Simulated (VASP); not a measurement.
Consider the following.

```yaml
crystal:
  lattice:
    - [2.27500, -3.94042, 0.00000]
    - [2.27500, 3.94042, 0.00000]
    - [0.00000, 0.00000, 7.39000]
  atoms:
    - { symbol: Mg, position: [0.66667, 0.33333, 0.50000] }
    - { symbol: Mg, position: [0.33333, 0.66667, 0.00000] }
    - { symbol: Te, position: [0.66667, 0.33333, 0.87600] }
    - { symbol: Te, position: [0.33333, 0.66667, 0.37600] }
```

Method: PBEsol GGA, VASP's PBE PAW potentials (set 64) (plane waves; VASP). Numerical set-up: 400 eV cut-off, 6×6×4 Γ-centred mesh, Gaussian smearing of 0.050 eV, potentials Mg Te.

Unless said otherwise, spin-orbit coupling is left out, though it shifts the bands of the heavy elements here.

### Question
Predict the energy per atom (σ→0), band gap (on the k-mesh) with the smallest direct gap where there is one.

### Answer

```yaml
band gap (on the k-mesh): 2.43 eV
smallest direct gap (on the k-mesh): 2.43 eV
energy per atom (σ→0): -332.6 kJ/mol-atom
```

The compound is MgTe in the wurtzite structure. The cell was not relaxed at this level. The run is one of a series of settings (GGA = PS against the base run), some of them coarse on purpose.
